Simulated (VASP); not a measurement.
Computed with HSEsol screened hybrid, VASP's PBE PAW potentials (set 64) (plane waves; VASP).

VASP ran on this input.

INCAR:
```
! general
SYSTEM    =  MgO
PREC      =  Accurate
ENCUT     =  520
LREAL     =  .FALSE.
LASPH     =  .TRUE.
ISYM      =  3

! electronic loop
EDIFF     =  1E-6
NELM      =  60
ALGO      =  Normal

! smearing
ISMEAR    =  0
SIGMA     =  0.05

! functional
GGA       =  PS
LHFCALC   =  .TRUE.
AEXX      =  0.25
HFSCREEN  =  0.2
PRECFOCK  =  Fast

! ions
ISIF      =  2

! output
LWAVE     =  .FALSE.
LCHARG    =  .FALSE.
```

**POSCAR**
```
MgO
4.2039920
  0.0000000000   0.4999999559   0.4999999559
  0.4999999559   0.0000000000   0.4999999559
  0.4999999559   0.4999999559   0.0000000000
Mg O
1 1
Cart
  0.0000000000   0.0000000000   0.0000000000
  0.4999999559   0.4999999559   0.4999999559
```

File KPOINTS:
```
Regular mesh
0
gamma
  8 8 8
0 0 0
```

POTCAR, in this order: Mg O (PBE.64 set). Program: vasp_std. Read from the step before: WAVECAR.

Output of the run:

File OUTCAR:
```
 ion  position               nearest neighbor table
   1  0.000  0.000  0.000-   2 2.10   2 2.10   2 2.10   2 2.10   2 2.10   2 2.10
   2  0.500  0.500  0.500-   1 2.10   1 2.10   1 2.10   1 2.10   1 2.10   1 2.10
  LATTYP: Found a face centered cubic cell.
 ALAT       =     4.2039916294
 Subroutine PRICEL returns:
 Original cell was already a primitive cell.
 Subroutine GETGRP returns: Found 48 space group operations
The static configuration has the point symmetry O_h .
The dynamic configuration has the point symmetry O_h .
 Subroutine INISYM returns: Found 48 space group operations
 Subroutine IBZKPT returns following result:
 Found     29 irreducible k-points:

 Following reciprocal coordinates:
            Coordinates               Weight
  0.000000  0.000000  0.000000      1.000000
  0.125000  0.000000  0.000000      8.000000
  0.250000  0.000000  0.000000      8.000000
  0.375000  0.000000  0.000000      8.000000
  0.500000  0.000000  0.000000      4.000000
  0.125000  0.125000  0.000000      6.000000
  0.250000  0.125000  0.000000     24.000000
  0.375000  0.125000  0.000000     24.000000
  0.500000  0.125000  0.000000     24.000000
...
```

**OSZICAR**
```
       N       E                     dE             d eps       ncg     rms          rms(c)
DAV:   1    -0.146997527006E+02   -0.14700E+02   -0.30072E-01   464   0.516E+00    0.415E-01
DAV:   2    -0.146998781353E+02   -0.12543E-03   -0.50195E-03   520   0.490E-01    0.199E-01
DAV:   3    -0.146996719412E+02    0.20619E-03   -0.11789E-03   488   0.335E-01    0.922E-02
DAV:   4    -0.146995564639E+02    0.11548E-03   -0.40236E-05   480   0.689E-02    0.545E-02
DAV:   5    -0.146995144217E+02    0.42042E-04   -0.46606E-05   504   0.487E-02    0.345E-02
DAV:   6    -0.146995024121E+02    0.12010E-04   -0.63005E-06   496   0.263E-02    0.210E-02
DAV:   7    -0.146994978839E+02    0.45282E-05   -0.15079E-06   264   0.182E-02    0.119E-02
DAV:   8    -0.146994963279E+02    0.15560E-05   -0.59471E-07   256   0.118E-02    0.675E-03
DAV:   9    -0.146994958267E+02    0.50119E-06   -0.17829E-07   256   0.609E-03
   1 F= -.14699496E+02 E0= -.14699496E+02  d E =-.556875E-17
```

**OUTCAR**
```
------------------------ aborting loop because EDIFF is reached ----------------------------------------
  FORCE on cell =-STRESS in cart. coord.  units (eV):
  Direction    XX          YY          ZZ          XY          YZ          ZX
  --------------------------------------------------------------------------------------
  Total       -0.4254304     -0.4254304     -0.4254304      0.0000000      0.0000000     -0.0000000
  in kB      -36.6955668    -36.6955668    -36.6955668      0.0000000      0.0000000     -0.0000000
  external PRESSURE =     -36.6955668 kB  Pullay stress =       0.0000000 kB
  volume of cell :       18.57
      direct lattice vectors                 reciprocal lattice vectors
     0.000000000  2.101995815  2.101995815    -0.237869170  0.237869170  0.237869170
     2.101995815  0.000000000  2.101995815     0.237869170 -0.237869170  0.237869170
     2.101995815  2.101995815  0.000000000     0.237869170  0.237869170 -0.237869170
  FREE ENERGIE OF THE ION-ELECTRON SYSTEM (eV)
  ---------------------------------------------------
  free  energy   TOTEN  =       -14.6994958267 eV

  energy  without entropy=      -14.6994958267  energy(sigma->0) =      -14.69949583

  exchange ACFDT corr.  =         0.00000000  see jH, gK, PRB 81, 115126
```
(Selected blocks of OUTCAR.)

The compound is MgO in the rock salt structure. This cell is one point of a volume scan, at 0.97 of the reference volume. The cell's shape comes from a PBE relaxation.
